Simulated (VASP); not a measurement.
Here is the system:

```xyz
2
Lattice="2.9075 0.0000 0.0000 0.0000 2.9075 0.0000 0.0000 0.0000 2.9075" Properties=species:S:1:pos:R:3 pbc="T T T"
Zn     1.4537     1.4537     1.4537
Cu     0.0000     0.0000     0.0000
```

These are PW91 GGA, VASP's PBE PAW potentials (set 64) (plane waves; VASP) values and carry that method's errors. Run with 520 eV cut-off, 12×12×12 Γ-centred mesh, first-order Methfessel-Paxton smearing of 0.10 eV, potentials Zn Cu.

Question: Give the stress tensor in GPa (positive for a compressed cell).

Answer: 
```
8.65  0.00  0.00
0.00  8.65  0.00
0.00  0.00  8.65
```
The pressure is its mean diagonal, 8.65 GPa.

The compound is CuZn in the CsCl type structure. This cell is one point of a volume scan, at 0.94 of the reference volume. The electron count is odd and the run is not spin-polarised, which forces a metal.
